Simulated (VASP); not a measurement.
# Relaxed cell of Bi4Te3 (Pilsenite): a test of cutoff and mesh

How far does the relaxed cell of Bi4Te3 (Pilsenite) depend on cutoff and k mesh? The starting structure is a measured crystal structure from the Crystallography Open Database. The first relaxation on each setting starts from this cell expanded by 3 % in volume.

Main program and level: VASP 6.6.1; Kohn-Sham DFT with plane waves and PAW; PBEsol.

## (1) The starting structure

Symmetry: R-3m, No. 166, trigonal system. The conventional cell has a = 4.451 Å, b = 4.451 Å, c = 41.888 Å, α = 90.00°, β = 90.00°, γ = 120.00°. Nearest to Bi lie 3 Bi at 3.10 Å and 3 Te at 3.40 Å. Nearest to Bi lie 6 Te at 3.12 to 3.33 Å. Nearest to Te lie 6 Bi at 3.12 to 3.40 Å. Nearest to Te lie 6 Bi at 3.33 Å. Farther neighbours and most contacts between anions are not listed.

## (2) Reference relaxation

This run starts from the cell of an earlier relaxation, which isn't shown; the restart sets up the plane waves anew.

File INCAR:

```
SYSTEM = Bi4Te3
PREC = Accurate
ENCUT = 450
EDIFF = 1E-06
NELM = 100
ISMEAR = 1
SIGMA = 0.15
LREAL = .FALSE.
ALGO = Normal
GGA = PS
NBANDS = 48
LORBIT = 11
LWAVE = .FALSE.
LCHARG = .FALSE.
KPAR = 8
IBRION = 2
NSW = 50
ISIF = 3
EDIFFG = -0.006
```

File POSCAR:

```
Bi4Te3
1.0
   -4.4407523252      0.0000000000      0.0000000000
    2.2203761626     -3.8458043256      0.0000000000
    2.2203761626      1.2819347752     13.8193477765
Bi Te
4 3
Direct
    0.7067405134      0.8533702567      0.5601107701
    0.2932594866      0.1466297433      0.4398892299
    0.5713475443      0.2856737721      0.8570213164
    0.4286524557      0.7143262279      0.1429786836
    0.1558342096      0.5779171048      0.7337513145
    0.8441657904      0.4220828952      0.2662486855
    0.0000000000      0.0000000000      0.0000000000
```

File KPOINTS:

```
Automatic mesh
0
Gamma
8 8 8
0 0 0
```

Potentials, in the order of the species: Bi_d and Te (PBE family, release 64).

Command:

```console
$ mpirun -np 8 vasp_std
```

Log:

```text
[banner, memory and clock lines left out]
running    8 mpi-ranks, on    1 nodes
 distrk:  each k-point on    1 cores,    8 groups
 distr:  one band on    1 cores,    1 groups

 POSCAR found type information on POSCAR BiTe
 POSCAR found :  2 types and       7 ions
|                                                                             |
|           W    W    AA    RRRRR   N    N  II  N    N   GGGG   !!!           |
|           W    W   A  A   R    R  NN   N  II  NN   N  G    G  !!!           |
|           W    W  A    A  R    R  N N  N  II  N N  N  G       !!!           |
|           W WW W  AAAAAA  RRRRR   N  N N  II  N  N N  G  GGG   !            |
|           WW  WW  A    A  R   R   N   NN  II  N   NN  G    G                |
|           W    W  A    A  R    R  N    N  II  N    N   GGGG   !!!           |
|                                                                             |
|     For optimal performance we recommend to set                             |
|       NCORE = 2 up to number-of-cores-per-socket                            |
|     NCORE specifies how many cores store one orbital (NPAR=cpu/NCORE).      |
|     This setting can greatly improve the performance of VASP for DFT.       |
|     The default, NCORE=1 might be grossly inefficient on modern             |
|     multi-core architectures or massively parallel machines. Do your        |
|     Unfortunately you need to use the default for GW and RPA                |
|     calculations (for HF NCORE is supported but not extensively tested      |
|     yet).                                                                   |
|                                                                             |

|                                                                             |
|               ----> ADVICE to this user running VASP <----                  |
|                                                                             |
|     You enforced a specific xc type in the INCAR file but a different       |
|     [... a line on the potential file left out ...]
|     I HOPE YOU KNOW WHAT YOU ARE DOING!                                     |
|                                                                             |

 LDA part: xc-table for (Slater+PW92), standard interpolation
 POSCAR, INCAR and KPOINTS ok, starting setup
 FFT: planning ... GRIDC
 FFT: planning ... GRID_SOFT
 FFT: planning ... GRID
 WAVECAR not read
 entering main loop
       N       E                     dE             d eps       ncg     rms          rms(c)
DAV:   1     0.800833554973E+03    0.80083E+03   -0.34265E+04  6240   0.154E+03
DAV:   2     0.704561134139E+02   -0.73038E+03   -0.71136E+03  6312   0.438E+02
DAV:   3    -0.242449562172E+02   -0.94701E+02   -0.91070E+02  7664   0.175E+02
DAV:   4    -0.290072127938E+02   -0.47623E+01   -0.47191E+01  7240   0.408E+01
DAV:   5    -0.292468973903E+02   -0.23968E+00   -0.23957E+00  8504   0.893E+00    0.824E+00
DAV:   6    -0.289436836872E+02    0.30321E+00   -0.73776E-01  7776   0.709E+00    0.622E+00
DAV:   7    -0.289429980044E+02    0.68568E-03   -0.33152E-01  6880   0.289E+00    0.179E+00
DAV:   8    -0.289366950068E+02    0.63030E-02   -0.94402E-02  7240   0.126E+00    0.417E-01
DAV:   9    -0.289348453554E+02    0.18497E-02   -0.12956E-02  7320   0.597E-01    0.312E-01
DAV:  10    -0.289349146757E+02   -0.69320E-04   -0.50564E-03  7008   0.341E-01    0.914E-02
DAV:  11    -0.289348947627E+02    0.19913E-04   -0.74959E-04  7240   0.132E-01    0.470E-02
DAV:  12    -0.289348987905E+02   -0.40279E-05   -0.79719E-05  7336   0.445E-02    0.218E-02
DAV:  13    -0.289348998217E+02   -0.10312E-05   -0.15181E-05  6992   0.186E-02    0.717E-03
DAV:  14    -0.289348996952E+02    0.12648E-06   -0.16296E-06  4624   0.716E-03
   1 F= -.28934900E+02 E0= -.28935487E+02  d E =-.289349E+02
 curvature:   0.00 expect dE= 0.000E+00 dE for cont linesearch  0.000E+00
 trial: gam= 0.00000 g(F)=  0.660E-05 g(S)=  0.216E-05 ort = 0.000E+00 (trialstep = 0.100E+01)
 search vector abs. value=  0.876E-05
 bond charge predicted
       N       E                     dE             d eps       ncg     rms          rms(c)
DAV:   1    -0.289349222555E+02   -0.22434E-04   -0.28422E-03  8528   0.272E-01    0.240E-02
DAV:   2    -0.289349105282E+02    0.11727E-04   -0.59760E-05  8144   0.677E-02    0.113E-02
DAV:   3    -0.289349067666E+02    0.37617E-05   -0.12894E-05  7584   0.307E-02    0.407E-03
DAV:   4    -0.289349062578E+02    0.50877E-06   -0.13663E-06  3504   0.829E-03
   2 F= -.28934906E+02 E0= -.28935494E+02  d E =-.656260E-05
 trial-energy change:   -0.000007  1 .order   -0.000007   -0.000009   -0.000005
 step:   2.0573(harm=  2.0573)  dis= 0.00081  next Energy=   -28.934909 (dE=-0.901E-05)
 reached required accuracy - stopping structural energy minimisation
```

The job ended after 57 s (8 MPI ranks of Intel Xeon 6975P-C (Granite Rapids), shared host; peak memory 5.2 GiB; 7.4 min of CPU time).

The logs omit lines about the potential files and the build; timing stands in the text.

OUTCAR, selected parts (step 2):

```text
ion  position               nearest neighbor table
   1  0.707  0.853  0.560-   2 3.06   2 3.06   2 3.06   5 3.51   5 3.51   5 3.51
   2  0.293  0.147  0.440-   1 3.06   1 3.06   1 3.06   6 3.51   6 3.51   6 3.51
   3  0.571  0.286  0.857-   5 3.08   5 3.08   5 3.08   7 3.24   7 3.24   7 3.24
   4  0.429  0.714  0.143-   6 3.08   6 3.08   6 3.08   7 3.24   7 3.24   7 3.24
   5  0.156  0.578  0.734-   3 3.08   3 3.08   3 3.08   1 3.51   1 3.51   1 3.51
   6  0.844  0.422  0.266-   4 3.08   4 3.08   4 3.08   2 3.51   2 3.51   2 3.51
   7  0.000  0.000  0.000-   3 3.24   4 3.24   3 3.24   4 3.24   3 3.24   4 3.24

  LATTYP: Found a trigonal (rhomboedric) cell.
 ALAT       =    14.0551698687
 COS(alpha) =     0.9500873176

 Subroutine GETGRP returns: Found 12 space group operations
 (whereof 12 operations were pure point group operations)

The static configuration has the point symmetry D_3d.

 Found     65 irreducible k-points:

   k-points           NKPTS =     65   k-points in BZ     NKDIM =     65   number of bands    NBANDS=     48

   dimension x,y,z NGX =    32 NGY =   32 NGZ =   98
   dimension x,y,z NGXF=    64 NGYF=   64 NGZF=  196

   ENCUT  =  450.0 eV  33.07 Ry    5.75 a.u.   7.68  7.68 24.31*2*pi/ulx,y,z

   NELECT =      78.0000    total number of electrons

 k-points in reciprocal lattice and weights: Automatic mesh
   0.00000000  0.00000000  0.00000000       0.002
   0.12500000  0.00000000  0.00000000       0.012
   0.25000000  0.00000000  0.00000000       0.012
   0.37500000  0.00000000 -0.00000000       0.012
   0.50000000  0.00000000  0.00000000       0.006
   0.00000000  0.12500000  0.00000000       0.012
   0.12500000  0.12500000 -0.00000000       0.023
   0.25000000  0.12500000  0.00000000       0.023
   0.37500000  0.12500000 -0.00000000       0.023
[...]
0.12500000  0.12500000  0.37500000       0.012
   0.00000000  0.00000000  0.50000000       0.002

 average (electrostatic) potential at core
       1-103.9349       2-103.9349       3-104.8291       4-104.8291       5 -88.0606
       6 -88.0606       7 -87.8898

 E-fermi :   6.5058

 k-point     1 :       0.0000    0.0000    0.0000
  band No.  band energies     occupation
    ...
     35       4.9082      2.00000
     36       4.9082      2.00000
     37       5.8449      2.00000
     38       5.8449      2.00000
     39       6.0353      2.00009
     40       6.9813     -0.00007
     41       6.9813     -0.00007
     42       7.2727     -0.00000
     43       7.3533     -0.00000
     44       7.6083     -0.00000
    ...

 k-point     2 :       0.1250    0.0000    0.0000
  band No.  band energies     occupation
    ...
     35       4.9374      2.00000
     36       5.0587      2.00000
     37       5.5773      2.00000
     38       5.7513      2.00000
     39       6.2489      2.03597
     40       6.7317     -0.05482
     41       6.9464     -0.00026
     42       7.4056     -0.00000
     43       8.0635     -0.00000
     44       8.2179     -0.00000
    ...

 k-point     3 :       0.2500    0.0000    0.0000
  band No.  band energies     occupation
    ...
     35       4.7885      2.00000
     36       4.8193      2.00000
     37       5.3157      2.00000
     38       5.6047      2.00000
     39       5.8491      2.00000
     40       7.2053     -0.00000
     41       7.5190     -0.00000
     42       7.5583     -0.00000
     43       8.0591     -0.00000
     44       8.2539     -0.00000
    ...

  Total       -0.0029800     -0.0029800      0.0181778      0.0000000      0.0000000      0.0000000
  in kB       -0.0202270     -0.0202270      0.1233839      0.0000000      0.0000000      0.0000000
  external PRESSURE =       0.0276433 kB  Pullay stress =       0.0000000 kB

  energy-cutoff  :      450.00
  volume of cell :      236.04
      direct lattice vectors                 reciprocal lattice vectors
    -4.440802050  0.000000000  0.000000000    -0.225184547 -0.130010359  0.048235710
     2.220401025 -3.845847389  0.000000000     0.000000000 -0.260020718  0.024117855
     2.220401025  1.281949130 13.821019176     0.000000000  0.000000000  0.072353564

 POSITION                                       TOTAL-FORCE (eV/Angst)
 -----------------------------------------------------------------------------------
      0.00000     -2.56390      7.74137         0.000000     -0.000000     -0.000343
     -0.00000      0.00000      6.07965         0.000000     -0.000000      0.000343
     -0.00000      0.00000     11.84530        -0.000000      0.000000      0.003148
      0.00000     -2.56390      1.97572        -0.000000     -0.000000     -0.003148
      2.22040     -1.28195     10.14118        -0.000000      0.000000      0.002241
     -2.22040     -1.28195      3.67984         0.000000     -0.000000     -0.002241
     -2.22040     -3.84585      0.00000         0.000000     -0.000000      0.000000
 -----------------------------------------------------------------------------------
    total drift:                               -0.000000      0.000000      0.000000

  FREE ENERGIE OF THE ION-ELECTRON SYSTEM (eV)
  ---------------------------------------------------
  free  energy   TOTEN  =       -28.9349062578 eV

  energy  without entropy=      -28.9366705178  energy(sigma->0) =      -28.93549434

 reached required accuracy - stopping structural energy minimisation

 total charge
# of ion       s       p       d       tot
------------------------------------------
    1        1.528   1.348   9.915  12.791
    2        1.528   1.348   9.915  12.791
    3        1.588   1.151   9.943  12.682
    4        1.588   1.151   9.943  12.682
    5        1.408   1.902   0.029   3.339
    6        1.408   1.902   0.029   3.339
    7        1.392   1.950   0.025   3.368
--------------------------------------------------
tot         10.440  10.752  39.799  60.991

[... 3 further parts left out ...]
```

The PAW data sets were made with PBE, which is usual practice but a small mismatch for other functionals. Methfessel-Paxton smearing is not meant for a cell with a gap. The run keeps the 12 symmetry operations of its start, so it cannot find a distortion of lower symmetry.

The reference relaxation ends at 33.721 Å³ an atom.

## (3) Relaxation with a cutoff of 240 eV

Against step 2 the input has ENCUT = 240. This run starts from the cell of an earlier relaxation, which isn't shown; the restart sets up the plane waves anew.

Changes to INCAR since step 2:

```diff
@@ -2,3 +2,3 @@
 PREC = Accurate
-ENCUT = 450
+ENCUT = 240
 EDIFF = 1E-06
```

File POSCAR:

```
Bi4Te3
1.0
   -4.4301761712      0.0000000000      0.0000000000
    2.2150880856     -3.8366451075      0.0000000000
    2.2150880856      1.2788817025     13.7984385038
Bi Te
4 3
Direct
    0.7068907081      0.8534453540      0.5603360621
    0.2931092919      0.1465546460      0.4396639379
    0.5712402929      0.2856201465      0.8568604394
    0.4287597071      0.7143798535      0.1431395606
    0.1554157501      0.5777078750      0.7331236251
    0.8445842499      0.4222921250      0.2668763749
    0.0000000000      0.0000000000      0.0000000000
```

KPOINTS is that of step 2.

Command:

```console
$ mpirun -np 8 vasp_std
```

Log:

```text
[banner, memory and clock lines left out]
running    8 mpi-ranks, on    1 nodes
[...]
[... a notice as in an earlier step ...]

 [... a notice as in an earlier step ...]

 LDA part: xc-table for (Slater+PW92), standard interpolation
 POSCAR, INCAR and KPOINTS ok, starting setup
[...]
entering main loop
       N       E                     dE             d eps       ncg     rms          rms(c)
DAV:   1     0.598010169426E+03    0.59801E+03   -0.25674E+04  6872   0.971E+02
DAV:   2     0.256851480502E+02   -0.57233E+03   -0.55635E+03  6784   0.335E+02
DAV:   3    -0.273957451368E+02   -0.53081E+02   -0.51672E+02  7536   0.120E+02
DAV:   4    -0.291837302089E+02   -0.17880E+01   -0.17800E+01  7528   0.227E+01
[...]
DAV:  12    -0.289235078422E+02   -0.22327E-06   -0.72737E-05  6888   0.391E-02    0.204E-02
DAV:  13    -0.289235094228E+02   -0.15807E-05   -0.13434E-05  6504   0.133E-02    0.619E-03
DAV:  14    -0.289235092964E+02    0.12646E-06   -0.14089E-06  4472   0.561E-03
   1 F= -.28923509E+02 E0= -.28924102E+02  d E =-.289235E+02
[... from here on, the cycles between the ionic steps are left out ...]
   2 F= -.28923442E+02 E0= -.28924028E+02  d E =0.668265E-04
   3 F= -.28925779E+02 E0= -.28926368E+02  d E =-.226941E-02
   4 F= -.28925986E+02 E0= -.28926580E+02  d E =-.207370E-03
   5 F= -.28926137E+02 E0= -.28926742E+02  d E =-.358616E-03
   6 F= -.28926143E+02 E0= -.28926747E+02  d E =-.364696E-03
   7 F= -.28926170E+02 E0= -.28926773E+02  d E =-.265513E-04
   8 F= -.28926227E+02 E0= -.28926830E+02  d E =-.838635E-04
   9 F= -.28926244E+02 E0= -.28926847E+02  d E =-.100841E-03
[...]
reached required accuracy - stopping structural energy minimisation
```

It took 61 s on 8 MPI ranks; peak memory 2.8 GiB; 7.9 min of CPU time.

OUTCAR, selected parts (step 3):

```text
  Total       -0.0291817     -0.0291817     -0.0007465      0.0000000      0.0000000      0.0000000
  in kB       -0.2009630     -0.2009630     -0.0051410      0.0000000      0.0000000      0.0000000
  external PRESSURE =      -0.1356890 kB  Pullay stress =       0.0000000 kB

 POSITION                                       TOTAL-FORCE (eV/Angst)
 -----------------------------------------------------------------------------------
     -0.00000     -2.55311      7.70150        -0.000000      0.000000      0.005254
      0.00000     -0.00000      6.03618         0.000000     -0.000000     -0.005254
      0.00000     -0.00000     11.76797        -0.000000      0.000000      0.000623
     -0.00000     -2.55311      1.96972        -0.000000     -0.000000     -0.000623
      2.21106     -1.27656     10.06026         0.000000      0.000000      0.004105
     -2.21106     -1.27656      3.67742        -0.000000     -0.000000     -0.004105
      0.00000      0.00000      0.00000        -0.000000      0.000000      0.000000
 -----------------------------------------------------------------------------------
    total drift:                                0.000000      0.000000      0.000000

  FREE ENERGIE OF THE ION-ELECTRON SYSTEM (eV)
  ---------------------------------------------------
  free  energy   TOTEN  =       -28.9262442480 eV

  energy  without entropy=      -28.9280529255  energy(sigma->0) =      -28.92684714

[... 2 parts as in an earlier step ...]

[... 2 further parts left out ...]
[key lines of the parts left out:]
E-fermi :   6.6850
```

Logs of long relaxations may skip ionic steps without a mark.

With a cutoff of 240 eV the cell ends at 33.236 Å³ an atom, -1.44 % from the reference.

## (4) Relaxation with a 5×5×5 mesh

Against step 2 the input has a 5×5×5 mesh. This run starts from the cell of an earlier relaxation, which isn't shown; the restart sets up the plane waves anew.

Changes to INCAR since step 3:

```diff
@@ -2,3 +2,3 @@
 PREC = Accurate
-ENCUT = 240
+ENCUT = 450
 EDIFF = 1E-06
```

File POSCAR:

```
Bi4Te3
1.0
   -4.4426983207      0.0000000000      0.0000000000
    2.2213491604     -3.8474896071      0.0000000000
    2.2213491604      1.2824965357     13.7947458055
Bi Te
4 3
Direct
    0.7066651364      0.8533325682      0.5599977045
    0.2933348636      0.1466674318      0.4400022955
    0.5711391999      0.2855695999      0.8567087998
    0.4288608001      0.7144304001      0.1432912002
    0.1556162822      0.5778081411      0.7334244233
    0.8443837178      0.4221918589      0.2665755767
    0.0000000000      0.0000000000      0.0000000000
```

File KPOINTS:

```
Automatic mesh
0
Gamma
5 5 5
0 0 0
```

Command:

```console
$ mpirun -np 8 vasp_std
```

Log:

```text
[... set-up lines as in an earlier step ...]
 entering main loop
       N       E                     dE             d eps       ncg     rms          rms(c)
DAV:   1     0.788432077791E+03    0.78843E+03   -0.34308E+04  1824   0.153E+03
DAV:   2     0.670906511342E+02   -0.72134E+03   -0.70281E+03  1832   0.435E+02
DAV:   3    -0.245143283028E+02   -0.91605E+02   -0.88473E+02  2264   0.172E+02
DAV:   4    -0.290471139143E+02   -0.45328E+01   -0.44867E+01  2128   0.398E+01
[...]
DAV:  12    -0.289606798230E+02   -0.47225E-05   -0.87934E-05  2248   0.463E-02    0.234E-02
DAV:  13    -0.289606809695E+02   -0.11465E-05   -0.14870E-05  2016   0.175E-02    0.734E-03
DAV:  14    -0.289606809315E+02    0.37950E-07   -0.10915E-06  1240   0.711E-03
   1 F= -.28960681E+02 E0= -.28961770E+02  d E =-.289607E+02
[...]
reached required accuracy - stopping structural energy minimisation
```

Elapsed: 17 s, on 8 MPI ranks; peak memory 3.1 GiB; 2.1 min of CPU time.

From OUTCAR (step 4):

```text
  Total        0.0021475      0.0021475      0.0309990     -0.0000000      0.0000000      0.0000000
  in kB        0.0145914      0.0145914      0.2106301     -0.0000000      0.0000000      0.0000000
  external PRESSURE =       0.0799376 kB  Pullay stress =       0.0000000 kB

 POSITION                                       TOTAL-FORCE (eV/Angst)
 -----------------------------------------------------------------------------------
     -0.00000     -2.56499      7.72503        -0.000000     -0.000000     -0.000291
      0.00000      0.00000      6.06972         0.000000      0.000000      0.000291
     -0.00000      0.00000     11.81808         0.000000     -0.000000      0.004640
      0.00000     -2.56499      1.97667        -0.000000      0.000000     -0.004640
      2.22135     -1.28250     10.11740        -0.000000     -0.000000     -0.000546
     -2.22135     -1.28250      3.67734         0.000000      0.000000      0.000546
      0.00000      0.00000      0.00000        -0.000000      0.000000      0.000000
 -----------------------------------------------------------------------------------
    total drift:                                0.000000      0.000000      0.000000

  FREE ENERGIE OF THE ION-ELECTRON SYSTEM (eV)
  ---------------------------------------------------
  free  energy   TOTEN  =       -28.9606809315 eV

  energy  without entropy=      -28.9639484900  energy(sigma->0) =      -28.96177012

[... 1 part as in an earlier step ...]

[... 3 further parts left out ...]
[key lines of the parts left out:]
E-fermi :   6.6114
```

With a 5×5×5 mesh the cell ends at 33.685 Å³ an atom, -0.10 % from the reference.

(Part 1 of 2 ends here.)

[Lines on the potential files, build, host, timing and source positions are cut from VASP's logs without a mark.]

[Logs are printed without paths, hosts, clocks, repeated set-up lines and the standing remarks that a program may print on its own settings, such as how far it seeks lower states.]

[Hosts, paths, dates, database ids (printed as entryN), source tags and the programs' standing remarks are cut or masked in the printed files.]
